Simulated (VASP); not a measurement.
```yaml
crystal:
  lattice:
    - [2.78788, 0.00000, 0.00000]
    - [-1.39394, 2.41437, 0.00000]
    - [0.00000, 0.00000, 6.95819]
  atoms:
    - { symbol: W, position: [0.33333, 0.66667, 0.03517] }
    - { symbol: W, position: [0.66667, 0.33333, 0.53517] }
    - { symbol: O, position: [0.33333, 0.66667, 0.33983] }
    - { symbol: O, position: [0.66667, 0.33333, 0.83983] }
```

The numbers are results of r2SCAN meta-GGA, VASP's PBE PAW potentials (set 64) (plane waves; VASP), not measurements. Numerical set-up: 520 eV cut-off, 14×14×5 Γ-centred mesh, tetrahedra with Blöchl corrections, potentials W_sv O.

**Question.** Give the energies of bands 13 to 23 at the high-symmetry points, in eV from the Fermi level.

**Answer.** 
| band | Γ | M | K | A | L | H |
|---|---|---|---|---|---|---|
| 13 | -5.71 | -7.79 | -8.09 | -5.50 | -7.89 | -7.91 |
| 14 | -5.71 | -7.23 | -7.45 | -5.50 | -7.89 | -7.91 |
| 15 | -5.27 | -6.36 | -6.61 | -5.50 | -5.94 | -6.78 |
| 16 | -5.27 | -5.43 | -6.61 | -5.50 | -5.94 | -6.78 |
| 17 | -4.00 | -4.38 | -1.93 | -3.74 | -3.71 | -1.86 |
| 18 | -3.87 | -2.94 | -1.78 | -3.74 | -3.71 | -1.86 |
| 19 | -0.39 | -0.84 | -1.32 | -0.14 | -0.11 | -1.47 |
| 20 | -0.39 | 0.10 | -1.32 | -0.14 | -0.11 | -1.47 |
| 21 | 0.18 | 2.06 | 0.31 | -0.14 | 3.08 | 1.73 |
| 22 | 0.18 | 3.44 | 2.63 | -0.14 | 3.08 | 1.73 |
| 23 | 2.39 | 3.96 | 2.63 | 3.08 | 3.81 | 2.79 |

It has no gap at this level: it comes out as a metal or semimetal.

The structure was generated: WO was put into the wurtzite type (P6_3mc), which need not be its known phase. It was relaxed first, which changed the volume by -36 %.
